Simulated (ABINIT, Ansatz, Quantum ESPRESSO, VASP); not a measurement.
## One structure in several programs: LaC2 (I4/mmm, 3 atoms in the cell)

Self-consistent single point, at a second geometry (lattice scaled by 0.98). First geometry:

```
LaC2
1.0
   -1.97717     1.97717     3.28824
    1.97717    -1.97717     3.28824
    1.97717     1.97717    -3.28824
La C
1 2
Cartesian
  0.00000   0.00000   0.00000
  0.00000   0.00000   2.64283
  0.00000   0.00000   3.93366
```

Shared settings, as Ansatz (a quantum-chemistry and plane-wave program) writes them: kpoints.mp_grid.grid = 14 14 14; scf.occupations.method = fermi_dirac; scf.occupations.width = 0.0073 Ry. Potentials and cutoffs stand in the table.

| code | model | ΔF from the first geometry (meV/atom) | pressure (GPa) | largest force (eV/Å) | cutoff |
|---|---|---|---|---|---|
| ABINIT | PBEsol, PAW (JTH v2.0 PBE PAW, files made for PBE) | 7.3 | 5.30 | 1.847 | 26 Ha |
| Ansatz | PBEsol, default PAW files made with PBE | 4.2 | 4.61 | 1.754 | default |
| VASP | PBEsol, VASP's PBE PAW potentials (set 64) | 5.1 | 4.07 | 1.918 | 400 eV |
| Quantum ESPRESSO | PBEsol, GBRV 1.5 ultrasoft (PBESOL) pseudopotentials | 6.4 | 5.10 | 1.998 | 40 Ry |

For VASP (by 0.8 GPa) the energy change implies a higher mean pressure, against the two pressures, than for the other programs: a sign of finite-basis (Pulay) stress.

The spread over the programs that give each value: ΔF from the first geometry within 3.1 meV/atom; pressure within 1.23 GPa; largest force within 0.244 eV/Å.

Ansatz's pressure is given at a fixed set of plane waves, as the other plane-wave codes print theirs; with its correction for the finite basis it is 4.83 GPa (the shift of 0.22 GPa shows how far the cutoff is from converged). In the force vectors, Ansatz (by 0.129) and Quantum ESPRESSO (by 0.116) lie more than 0.08 eV/Å from the median of the plane-wave programs.

VASP's run is marked for a possible Pulay error in its stress at this cutoff; no cutoff test was made.

The starting cell comes from a database of computed structures (which also holds hypothetical and non-ambient phases and stackings), without a prior relaxation at this level. Its lattice was rescaled by a random factor within 2.5 % of one. For this run, on top of that: lattice scaled by 0.98.

Left out of this page: SIESTA (not drawn, or without a comparable value).

Keys are those of Ansatz 0.2.
